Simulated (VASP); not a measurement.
Write the native input for VASP 6.6.1 that does the following.

* Task: relaxation of cell and atoms
* Functional: PBEsol
* Potentials or basis: VASP PAW PBE potentials, release 64 (Ga_d, Sn_d)
* Cutoff: 600 eV
* k mesh: 8 × 8 × 8
* Occupations: fermi-dirac, width 0.05 eV
* Spin: no spin polarisation
* Target pressure: 10 GPa
* Further INCAR settings: ALGO = Normal; EDIFF = 1e-07; IBRION = 2; EDIFFG = -0.005; NSW = 40; ISIF = 3
* Target pressure: 10 GPa

The structure of GaSn lies in POSCAR:

```
GaSn
1.0
    0.0000000000      2.9028814200      3.0982155700
    2.7292512900      0.0000000000      3.0982155700
    2.7292512900      2.9028814200      0.0000000000
Ga Sn
1 1
Direct
    0.5000000000      0.5000000000      0.5000000000
    0.0000000000      0.0000000000      0.0000000000
```

The cell was built by a generator and needn't be a form met in nature.

These files were run (other wordings do the same):

INCAR

```
SYSTEM = GaSn
ALGO = Normal ; EDIFF = 1E-7
EDIFFG = -0.005 ; ENCUT = 600
GGA = PS ; IBRION = 2
ISIF = 3 ; ISMEAR = -1
LASPH = .TRUE. ; LCHARG = .FALSE.
LREAL = .FALSE. ; LWAVE = .FALSE.
NELM = 80 ; NSW = 40
PREC = Accurate ; PSTRESS = 100
SIGMA = 0.05
```

KPOINTS

```
k-points
0
G
  8 8 8
  0 0 0
```

Potentials or basis: VASP PAW PBE potentials, release 64 (Ga_d, Sn_d).

Run with:

```bash
$ cat potpaw_PBE.64/Ga_d/POTCAR potpaw_PBE.64/Sn_d/POTCAR > POTCAR
$ mpirun -np 1 vasp_std > vasp.out
```

Results of the run:

The relaxed volume is 20.27 Å³/atom. The relaxed cell is a = 3.856 Å, b = 3.856 Å, c = 3.856 Å, α = 60.00°, β = 60.00°, γ = 60.00°, the space group after relaxing (to 0.05 Å) is Fm-3m (No. 225) and the energy change on relaxing (the enthalpy is what falls) is +9.3 meV/atom. The ionic steps are 12 and the pressure after relaxing is 10.0 GPa. The band gap on the k mesh is none (metal or under the smearing width).

Caveat: the cell is relaxed towards a set pressure, so the enthalpy falls and the energy may rise; the volume moved by over 15 % at a fixed basis, so the end points are rough; the PAW data sets were made with another functional, which shifts forces and pressure a little.

It took 6.7 min on 1 thread of Intel(R) Xeon(R) Platinum 8559C (Emerald Rapids) (shared host), peak memory 0.28 GiB.
